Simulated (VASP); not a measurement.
An input for Quantum ESPRESSO's pw.x (written as the equivalent of a VASP run, and not itself run):

```
&CONTROL
  calculation = 'vc-relax'
  pseudo_dir = './pseudo'
  outdir = './out'
  tprnfor = .true.
  tstress = .true.
  nstep = 40
  forc_conv_thr = 0.00078
/
&SYSTEM
  ibrav = 0
  nat = 3
  ntyp = 2
  ecutwfc = 86
  occupations = 'smearing'
  smearing = 'gaussian'
  degauss = 0.003675
  input_dft = 'pz'
/
&ELECTRONS
  conv_thr = 7.3e-08
  electron_maxstep = 100
/
&IONS
/
&CELL
  press = 100
/
ATOMIC_SPECIES
  Li 6.940 Li.upf
  Se 78.971 Se.upf
CELL_PARAMETERS angstrom
     0.0000000    2.8239016    2.8239016
     2.8239016    0.0000000    2.8239016
     2.8239016    2.8239016    0.0000000
ATOMIC_POSITIONS crystal
  Li   0.2500000  0.2500000  0.2500000
  Li   0.7500000  0.7500000  0.7500000
  Se   0.0000000  0.0000000  0.0000000
K_POINTS automatic
  7 7 7 0 0 0
```

Translate this input to VASP (INCAR, KPOINTS, POSCAR, choice of POTCAR).

This is not unique; one that fits is 
### INCAR
```
SYSTEM = Li2Se
PREC = Accurate; ENCUT = 620; LREAL = .FALSE.
LASPH = .TRUE.
EDIFF = 1E-6; NELM = 100; ALGO = Normal
LMAXMIX = 4
ISMEAR = 0; SIGMA = 0.05
IBRION = 2; NSW = 40; ISIF = 3
EDIFFG = -0.02; PSTRESS = 100
LWAVE = .FALSE.; LCHARG = .FALSE.
```

File KPOINTS:
```
Automatic
0
Gamma
7 7 7
0 0 0
```

**POSCAR**
```
Li2Se
1
    0.0000000000     2.8239016481     2.8239016481
    2.8239016481     0.0000000000     2.8239016481
    2.8239016481     2.8239016481     0.0000000000
Li Se
2 1
Direct
  0.2500000000   0.2500000000   0.2500000000
  0.7500000000   0.7500000000   0.7500000000
  0.0000000000   0.0000000000   0.0000000000
```

POTCAR, in this order: Li_sv Se (LDA.64 set). Program: vasp_std.

What does not carry over: the potentials are each code's own (VASP's PAW set, PseudoDojo norm-conserving files in pw.x), so ENCUT and ecutwfc are chosen apart and not converted; conv_thr bounds pw.x's estimated SCF error, while EDIFF bounds the energy change between steps; forc_conv_thr acts on force components and is met together with etot_conv_thr.

The compound is Li2Se in the antifluorite structure. This run relaxes it under an external pressure of 10 GPa. Symmetry was kept, so distortions that lower it aren't found.
